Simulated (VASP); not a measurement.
All values below come from RPBE GGA, VASP's PBE PAW potentials (set 64) (plane waves; VASP).

The input files of a VASP run:

### INCAR
```
PREC  =  Accurate
GGA  =  RP
IBRION  =  2
SIGMA  =  0.1
ENCUT  =  520   # plane-wave cut-off (eV)
NSW  =  60
ISMEAR  =  1
LASPH  =  .True.
NELM  =  100   # most electronic steps
SYSTEM  =  Zr
ISIF  =  3
EDIFFG  =  -0.01   # ionic stop
LREAL  =  .False.   # projection in real space or not
LMAXMIX  =  4   # l cut-off of mixed one-centre charges
ALGO  =  Normal   # blocked Davidson
EDIFF  =  1E-6   # SCF stop (eV)
LWAVE  =  .False.
LCHARG  =  .False.
```

File KPOINTS:
```
K-points
0
gamma
 12 12 7
```

### POSCAR
```
Zr
1.0
  1.6300775876  -2.8233771462   0.0000000000
  1.6300775876   2.8233771462   0.0000000000
  0.0000000000   0.0000000000   5.2081410792
Zr
2
direct
  0.3333330000   0.6666670000   0.2500000000
  0.6666670000   0.3333330000   0.7500000000
```

POTCAR, in this order: Zr_sv (PBE.64 set). Program: vasp_std.

Output of the run:

OSZICAR:
```
       N       E                     dE             d eps       ncg     rms          rms(c)
DAV:   1     0.217642435908E+03    0.21764E+03   -0.13596E+04  2432   0.148E+03
DAV:   2    -0.267568983779E+01   -0.22032E+03   -0.21842E+03  3096   0.412E+02
DAV:   3    -0.166199702820E+02   -0.13944E+02   -0.13773E+02  4624   0.770E+01
DAV:   4    -0.168772784583E+02   -0.25731E+00   -0.25728E+00  2680   0.117E+01
DAV:   5    -0.168844189550E+02   -0.71405E-02   -0.71405E-02  3936   0.132E+00    0.131E+01
DAV:   6    -0.162948625765E+02    0.58956E+00   -0.98337E-01  2520   0.883E+00    0.504E+00
DAV:   7    -0.161823705873E+02    0.11249E+00   -0.63629E-01  3384   0.625E+00    0.113E+00
DAV:   8    -0.161905108680E+02   -0.81403E-02   -0.44558E-02  3216   0.171E+00    0.307E-01
DAV:   9    -0.161907659264E+02   -0.25506E-03   -0.25022E-03  2792   0.546E-01    0.437E-02
DAV:  10    -0.161906978150E+02    0.68111E-04   -0.68230E-05  3672   0.584E-02    0.255E-02
DAV:  11    -0.161906979180E+02   -0.10307E-06   -0.15530E-05  2752   0.483E-02    0.492E-03
DAV:  12    -0.161906979598E+02   -0.41732E-07   -0.41787E-07  1936   0.523E-03
   1 F= -.16190698E+02 E0= -.16190186E+02  d E =-.161907E+02
```

OUTCAR:
```
------------------------ aborting loop because EDIFF is reached ----------------------------------------
  FORCE on cell =-STRESS in cart. coord.  units (eV):
  Direction    XX          YY          ZZ          XY          YZ          ZX
  --------------------------------------------------------------------------------------
  Total       -0.0131610     -0.0131610      0.0136286      0.0000000      0.0000000      0.0000000
  in kB       -0.4398564     -0.4398564      0.4554822      0.0000000      0.0000000      0.0000000
  external PRESSURE =      -0.1414102 kB  Pullay stress =       0.0000000 kB
  volume of cell :       47.94
      direct lattice vectors                 reciprocal lattice vectors
     1.630077588 -2.823377146  0.000000000     0.306733866 -0.177092883  0.000000000
     1.630077588  2.823377146  0.000000000     0.306733866  0.177092883  0.000000000
     0.000000000  0.000000000  5.208141079     0.000000000  0.000000000  0.192007088
 POSITION                                       TOTAL-FORCE (eV/Angst)
 -----------------------------------------------------------------------------------
      1.63008      0.94113      1.30204        -0.000000      0.000000      0.000000
      1.63008     -0.94113      3.90611         0.000000     -0.000000      0.000000
 -----------------------------------------------------------------------------------
    total drift:                                0.000000      0.001137     -0.000019
  FREE ENERGIE OF THE ION-ELECTRON SYSTEM (eV)
  ---------------------------------------------------
  free  energy   TOTEN  =       -16.1906979598 eV

  energy  without entropy=      -16.1891606104  energy(sigma->0) =      -16.19018551

 reached required accuracy - stopping structural energy minimisation
```
(Selected blocks of OUTCAR.)

File OUTCAR:
```
 val. band max:        8.7652697513   @ k =   0.0833   0.0833   0.0000

 cond. band min:       8.7920013201   @ k =   0.1667   0.0000   0.2857


 Fermi energy:         8.7783690235

 k-point     1 :       0.0000    0.0000    0.0000
  band No.  band energies     occupation
      1     -40.1726      2.00000
      2     -40.0381      2.00000
      3     -18.6381      2.00000
      4     -17.8485      2.00000
      5     -17.8485      2.00000
      6     -17.7330      2.00000
      7     -17.7219      2.00000
      8     -17.7219      2.00000
      9       3.1627      2.00000
     10       5.8105      2.00000
     11       9.6303     -0.00000
     12       9.6303     -0.00000
     13       9.7396     -0.00000
     14       9.7799     -0.00000
     15      10.2879     -0.00000
     16      10.2880     -0.00000

 k-point     2 :       0.0833   -0.0000    0.0000
  band No.  band energies     occupation
      1     -40.1656      2.00000
      2     -40.0352      2.00000
      3     -18.6189      2.00000
      4     -17.8909      2.00000
      5     -17.8624      2.00000
      6     -17.7659      2.00000
      7     -17.7411      2.00000
      8     -17.7276      2.00000
      9       3.3507      2.00000
     10       5.9821      2.00000
     11       9.1966     -0.00000
     12       9.4266     -0.00000
     13       9.8040     -0.00000
     14      10.0510     -0.00000
     15      10.1512     -0.00000
     16      10.4506     -0.00000

 k-point     3 :       0.1667    0.0000    0.0000
  band No.  band energies     occupation
      1     -40.1462      2.00000
      2     -40.0275      2.00000
      3     -18.5640      2.00000
      4     -18.0069      2.00000
      5     -17.8991      2.00000
      6     -17.8833      2.00000
      7     -17.7659      2.00000
      8     -17.7443      2.00000
      9       3.8808      2.00000
     10       6.4203      2.00000
     11       8.6359      2.06166
     12       8.6598      2.07042
     13       9.7291     -0.00000
...
```

The compound is Zr in the hcp structure. It was relaxed first. The start is the result of an earlier pass.
